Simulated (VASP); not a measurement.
These are rev-vdW-DF2, VASP's PBE PAW potentials (set 64) (plane waves; VASP 6.6.1) values and carry that method's errors.

A VASP calculation is set up with these files.

### KPOINTS
```
Automatic
0
Gamma
 6 6 10
0 0 0
```

POSCAR:
```
CrO2
1
    4.3922610793     0.0000000000     0.0000000000
    0.0000000000     4.3922610793     0.0000000000
    0.0000000000     0.0000000000     2.8934801377
Cr O
2 4
Direct
  0.0000000000   0.0000000000   0.0000000000
  0.5000000000   0.5000000000   0.5000000000
  0.3034300090   0.3034300090   0.0000000000
  0.8034300090   0.1965699910   0.5000000000
  0.1965699910   0.8034300090   0.5000000000
  0.6965699910   0.6965699910   0.0000000000
```

INCAR:
```
AGGAC=0.0
ALGO=Normal
EDIFF=1E-6
EDIFFG=-0.02
ENCUT=520
GGA=MK
IBRION=2
ISIF=3
ISMEAR=1
ISPIN=2
LASPH=.TRUE.
LCHARG=.FALSE.
LMAXMIX=4
LORBIT=10
LREAL=.FALSE.
LUSE_VDW=.TRUE.
LWAVE=.FALSE.
MAGMOM=2*2.5 4*0.0
NELM=100
NSW=60
PARAM1=0.1234568
PARAM2=0.7114
PREC=Accurate
SIGMA=0.1
SYSTEM=CrO2
ZAB_VDW=-1.8867
```

POTCAR, in this order: Cr_pv O (PBE.64 set). Program: vasp_std.

Output of the run:

File OSZICAR:
```
       N       E                     dE             d eps       ncg     rms          rms(c)
DAV:   1     0.619500534096E+03    0.61950E+03   -0.26560E+04  7440   0.173E+03
DAV:   2     0.657623438708E+01   -0.61292E+03   -0.56844E+03  8228   0.517E+02
DAV:   3    -0.544520293037E+02   -0.61028E+02   -0.59850E+02  8279   0.168E+02
DAV:   4    -0.558547117139E+02   -0.14027E+01   -0.13801E+01  8971   0.253E+01
DAV:   5    -0.558875000072E+02   -0.32788E-01   -0.32768E-01  9139   0.371E+00    0.431E+01
DAV:   6    -0.475910197042E+02    0.82965E+01   -0.12586E+02  8401   0.990E+01    0.376E+01
DAV:   7    -0.426170142701E+02    0.49740E+01   -0.83073E+01  8809   0.990E+01    0.195E+01
DAV:   8    -0.405637982236E+02    0.20532E+01   -0.62253E+00  8081   0.229E+01    0.763E+00
DAV:   9    -0.400803886041E+02    0.48341E+00   -0.16978E+00  9562   0.125E+01    0.229E+00
DAV:  10    -0.400977106903E+02   -0.17322E-01   -0.18570E-01  8204   0.360E+00    0.144E+00
DAV:  11    -0.400978220941E+02   -0.11140E-03   -0.27392E-02  9379   0.172E+00    0.620E-01
DAV:  12    -0.400958493239E+02    0.19728E-02   -0.70119E-03 10491   0.789E-01    0.247E-01
DAV:  13    -0.400956932257E+02    0.15610E-03   -0.74351E-04  8934   0.292E-01    0.101E-01
DAV:  14    -0.400956418133E+02    0.51412E-04   -0.24138E-04  8918   0.138E-01    0.459E-02
DAV:  15    -0.400956444694E+02   -0.26561E-05   -0.35088E-05  9494   0.449E-02    0.284E-02
DAV:  16    -0.400956415218E+02    0.29476E-05   -0.79681E-06  8453   0.317E-02    0.106E-02
DAV:  17    -0.400956400773E+02    0.14445E-05   -0.23460E-06  6851   0.145E-02    0.423E-03
DAV:  18    -0.400956398596E+02    0.21765E-06   -0.38805E-07  4147   0.688E-03
   1 F= -.40095640E+02 E0= -.40096074E+02  d E =-.400956E+02  mag=     4.0000
       N       E                     dE             d eps       ncg     rms          rms(c)
DAV:   1    -0.407683509572E+02   -0.67271E+00   -0.16078E+01  7440   0.424E+01    0.811E+00
DAV:   2    -0.405120588186E+02    0.25629E+00   -0.39128E+00  8136   0.242E+01    0.730E+00
DAV:   3    -0.401133562113E+02    0.39870E+00   -0.11482E+00  8555   0.115E+01    0.222E+00
DAV:   4    -0.400923419908E+02    0.21014E-01   -0.26377E-01  7454   0.349E+00    0.760E-01
DAV:   5    -0.400873992694E+02    0.49427E-02   -0.28455E-02  8849   0.111E+00    0.315E-01
DAV:   6    -0.400866371714E+02    0.76210E-03   -0.27100E-03  8286   0.551E-01    0.188E-01
DAV:   7    -0.400864511481E+02    0.18602E-03   -0.96517E-04  8943   0.175E-01    0.409E-02
DAV:   8    -0.400864509115E+02    0.23662E-06   -0.70446E-05 10663   0.615E-02    0.319E-02
DAV:   9    -0.400864517150E+02   -0.80351E-06   -0.32135E-06  7423   0.123E-02
   2 F= -.40086452E+02 E0= -.40086893E+02  d E =0.918814E-02  mag=     4.0000
       N       E                     dE             d eps       ncg     rms          rms(c)
DAV:   1    -0.403189091598E+02   -0.23246E+00   -0.50174E+00  7440   0.232E+01    0.450E+00
DAV:   2    -0.401887025136E+02    0.13021E+00   -0.86421E-01  7696   0.110E+01    0.331E+00
DAV:   3    -0.401247354129E+02    0.63967E-01   -0.33906E-01  8901   0.624E+00    0.147E+00
DAV:   4    -0.401107097279E+02    0.14026E-01   -0.84930E-02  7565   0.283E+00    0.315E-01
DAV:   5    -0.401101047111E+02    0.60502E-03   -0.38103E-03  8386   0.547E-01    0.165E-01
DAV:   6    -0.401098366136E+02    0.26810E-03   -0.64894E-04  9455   0.192E-01    0.628E-02
DAV:   7    -0.401098279645E+02    0.86491E-05   -0.16135E-04  8226   0.796E-02    0.199E-02
DAV:   8    -0.401098296262E+02   -0.16618E-05   -0.15689E-05 10724   0.219E-02    0.162E-02
DAV:   9    -0.401098300116E+02   -0.38532E-06   -0.14153E-06  4262   0.763E-03
   3 F= -.40109830E+02 E0= -.40110265E+02  d E =-.141902E-01  mag=     4.0000
```

File OUTCAR:
```
------------------------ aborting loop because EDIFF is reached ----------------------------------------
  FORCE on cell =-STRESS in cart. coord.  units (eV):
  Direction    XX          YY          ZZ          XY          YZ          ZX
  --------------------------------------------------------------------------------------
  Total        0.0383489      0.0383489     -0.0725589      0.0000000      0.0000000      0.0000000
  in kB        1.0820749      1.0820749     -2.0473675      0.0000000      0.0000000      0.0000000
  external PRESSURE =       0.0389275 kB  Pullay stress =       0.0000000 kB
  volume of cell :       56.78
      direct lattice vectors                 reciprocal lattice vectors
     4.415570041  0.000000000  0.000000000     0.226471326 -0.000000000  0.000000000
     0.000000000  4.415570041  0.000000000    -0.000000000  0.226471326  0.000000000
     0.000000000  0.000000000  2.912272995     0.000000000  0.000000000  0.343374403
 POSITION                                       TOTAL-FORCE (eV/Angst)
 -----------------------------------------------------------------------------------
      0.00000      0.00000      0.00000         0.000000      0.000000     -0.000000
      2.20779      2.20779      1.45614        -0.000000      0.000000     -0.000000
      1.33832      1.33832      0.00000         0.003934      0.003934      0.000000
      3.54611      0.86946      1.45614         0.003934     -0.003934     -0.000000
      0.86946      3.54611      1.45614        -0.003934      0.003934      0.000000
      3.07725      3.07725      0.00000        -0.003934     -0.003934     -0.000000
 -----------------------------------------------------------------------------------
    total drift:                                0.000000      0.000000      0.000000
  FREE ENERGIE OF THE ION-ELECTRON SYSTEM (eV)
  ---------------------------------------------------
  free  energy   TOTEN  =       -40.1098300116 eV

  energy  without entropy=      -40.1111339740  energy(sigma->0) =      -40.11026467

 total charge

# of ion       s       p       d       tot
------------------------------------------
    1        0.352   6.469   4.041  10.862
    2        0.352   6.469   4.041  10.862
    3        1.567   3.461   0.000   5.028
    4        1.567   3.461   0.000   5.028
    5        1.567   3.461   0.000   5.028
    6        1.567   3.461   0.000   5.028
--------------------------------------------------
tot          6.970  26.783   8.082  41.835

 magnetization (x)

# of ion       s       p       d       tot
------------------------------------------
    1        0.018   0.030   2.018   2.065
    2        0.018   0.030   2.018   2.065
    3       -0.003  -0.061   0.000  -0.064
    4       -0.003  -0.061   0.000  -0.064
    5       -0.003  -0.061   0.000  -0.064
    6       -0.003  -0.061   0.000  -0.064
--------------------------------------------------
tot          0.024  -0.185   4.035   3.875

 reached required accuracy - stopping structural energy minimisation
```
(Selected blocks of OUTCAR.)

CONTCAR:
```
CrO2
   1.00000000000000
     4.4155700405427742    0.0000000000000000    0.0000000000000000
     0.0000000000000000    4.4155700405427742    0.0000000000000000
     0.0000000000000000    0.0000000000000000    2.9122729953088622
  Cr              O
     2     4
Direct
     0.0000000000000000    0.0000000000000000    0.0000000000000000
     0.5000000000000000    0.5000000000000000    0.5000000000000000
     0.3030912934761716    0.3030912934761716    0.0000000000000000
     0.8030912934761716    0.1969087065238284    0.5000000000000000
     0.1969087065238284    0.8030912934761716    0.5000000000000000
     0.6969087065238284    0.6969087065238284    0.0000000000000000
```

The moments were started parallel, and other spin orders were not tried in this run.

The compound is CrO2 in the rutile structure. This run relaxes it. Symmetry was kept, so distortions that lower it aren't found. The start is the result of an earlier pass.
